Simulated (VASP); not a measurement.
Output of a VASP run:

File OSZICAR:
```
       N       E                     dE             d eps       ncg     rms          rms(c)
DAV:   1     0.160304788952E+03    0.16030E+03   -0.11210E+04  7238   0.151E+03
DAV:   2    -0.105081315233E+02   -0.17081E+03   -0.16142E+03  8124   0.392E+02
DAV:   3    -0.179695195049E+02   -0.74614E+01   -0.74281E+01  7676   0.904E+01
DAV:   4    -0.180312897097E+02   -0.61770E-01   -0.61769E-01  8110   0.863E+00
DAV:   5    -0.180320735834E+02   -0.78387E-03   -0.78393E-03  7781   0.967E-01    0.126E+01
DAV:   6    -0.157312520288E+02    0.23008E+01   -0.15167E+01  9725   0.456E+01    0.121E+01
DAV:   7    -0.153607573225E+02    0.37049E+00   -0.25543E+00  8431   0.269E+01    0.708E+00
DAV:   8    -0.153650059633E+02   -0.42486E-02   -0.29187E-01  7410   0.582E+00    0.491E+00
DAV:   9    -0.153112816760E+02    0.53724E-01   -0.45243E-01  9777   0.951E+00    0.440E+00
DAV:  10    -0.153312229875E+02   -0.19941E-01   -0.93286E-02  8061   0.480E+00    0.177E+00
DAV:  11    -0.153266050303E+02    0.46180E-02   -0.42032E-02  9376   0.235E+00    0.504E-01
DAV:  12    -0.153274275109E+02   -0.82248E-03   -0.97241E-03  9295   0.106E+00    0.165E-01
DAV:  13    -0.153274113794E+02    0.16132E-04   -0.61139E-04  7305   0.222E-01    0.111E-01
DAV:  14    -0.153273999628E+02    0.11417E-04   -0.26078E-04  7585   0.144E-01    0.457E-02
DAV:  15    -0.153273884655E+02    0.11497E-04   -0.17086E-05  7614   0.505E-02    0.134E-02
DAV:  16    -0.153273824632E+02    0.60023E-05   -0.30110E-06  7781   0.179E-02    0.573E-03
DAV:  17    -0.153273795199E+02    0.29434E-05   -0.58409E-07  7543   0.817E-03    0.301E-03
DAV:  18    -0.153273789019E+02    0.61797E-06   -0.33824E-08  3628   0.193E-03    0.179E-03
DAV:  19    -0.153273778101E+02    0.10918E-05   -0.37153E-08  4019   0.290E-03    0.430E-04
DAV:  20    -0.153273776190E+02    0.19117E-06   -0.11574E-08  3600   0.106E-03    0.159E-04
DAV:  21    -0.153273776480E+02   -0.29075E-07   -0.20396E-09  3600   0.477E-04
   1 F= -.15327378E+02 E0= -.15327378E+02  d E =0.000000E+00  mag=     4.9553
```

OUTCAR:
```
------------------------ aborting loop because EDIFF is reached ----------------------------------------
  FORCE on cell =-STRESS in cart. coord.  units (eV):
  Direction    XX          YY          ZZ          XY          YZ          ZX
  --------------------------------------------------------------------------------------
  Total        0.0357175      0.0357175      0.0357175      0.0000000      0.0000000      0.0000000
  in kB        2.6978467      2.6978467      2.6978467      0.0000000      0.0000000      0.0000000
  external PRESSURE =       2.6978467 kB  Pullay stress =       0.0000000 kB
  volume of cell :       21.21
      direct lattice vectors                 reciprocal lattice vectors
     2.768161324  0.000000000  0.000000000     0.361250622  0.000000000  0.000000000
     0.000000000  2.768161324  0.000000000     0.000000000  0.361250622  0.000000000
     0.000000000  0.000000000  2.768161324     0.000000000  0.000000000  0.361250622
 POSITION                                       TOTAL-FORCE (eV/Angst)
 -----------------------------------------------------------------------------------
      0.00000      0.00000      0.00000         0.000000      0.000000      0.000000
      1.38408      1.38408      1.38408         0.000000      0.000000      0.000000
 -----------------------------------------------------------------------------------
    total drift:                                0.000000      0.000000     -0.000000
  FREE ENERGIE OF THE ION-ELECTRON SYSTEM (eV)
  ---------------------------------------------------
  free  energy   TOTEN  =       -15.3273776480 eV

  energy  without entropy=      -15.3273776480  energy(sigma->0) =      -15.32737765

 total charge

# of ion       s       p       d       tot
------------------------------------------
    1        0.201   6.163   4.946  11.310
    2        1.570   3.364   0.000   4.934
--------------------------------------------------
tot          1.770   9.528   4.946  16.244

 magnetization (x)

# of ion       s       p       d       tot
------------------------------------------
    1        0.035   0.037   4.374   4.446
    2        0.026   0.224   0.000   0.250
--------------------------------------------------
tot          0.061   0.261   4.374   4.696
```
(Selected blocks of OUTCAR.)

File POSCAR:
```
MnO
1
    2.7681613244    -0.0000000000     0.0000000000
   -0.0000000000     2.7681613244     0.0000000000
   -0.0000000000    -0.0000000000     2.7681613244
Mn O
1 1
Direct
  0.0000000000   0.0000000000   0.0000000000
  0.5000000000   0.5000000000   0.5000000000
```

Q: Write an INCAR and KPOINTS that could have produced this output.

A: One answer among several that fit: the input of the run itself, PBE GGA, plane waves, VASP's PBE PAW potentials (set 64).

### INCAR
```
# general
SYSTEM  = MnO
PREC    = Accurate
ENCUT   = 520   # plane-wave cut-off (eV)
LREAL   = F
LASPH   = T   # aspherical one-centre terms

# electronic loop
EDIFF   = 1E-7   # SCF stop (eV)
NELM    = 100   # most electronic steps
ALGO    = Normal   # blocked Davidson
LMAXMIX = 4

# smearing
ISMEAR  = -5   # tetrahedra, Bloechl

# functional
GGA     = PE   # PBE

# spin
ISPIN   = 2   # spin-polarised
MAGMOM  = 4.4 0.2

# ions
ISIF    = 2   # forces and stress, cell fixed

# output
LWAVE   = F
LCHARG  = T
LORBIT  = 11   # lm-projected
NEDOS   = 601
```

### KPOINTS
```
Automatic mesh
0
Gamma
15 15 15
0 0 0
```

POTCAR, in this order: Mn_pv O (PBE.64 set). Program: vasp_std.

The moments were started parallel, and other spin orders were not tried in this run. For a metal the tetrahedron method with Blöchl corrections gives inexact stress and forces.

The structure was generated: MnO was put into the CsCl type type (Pm-3m), which need not be its known phase. It was relaxed first, which changed the volume by +12 %.
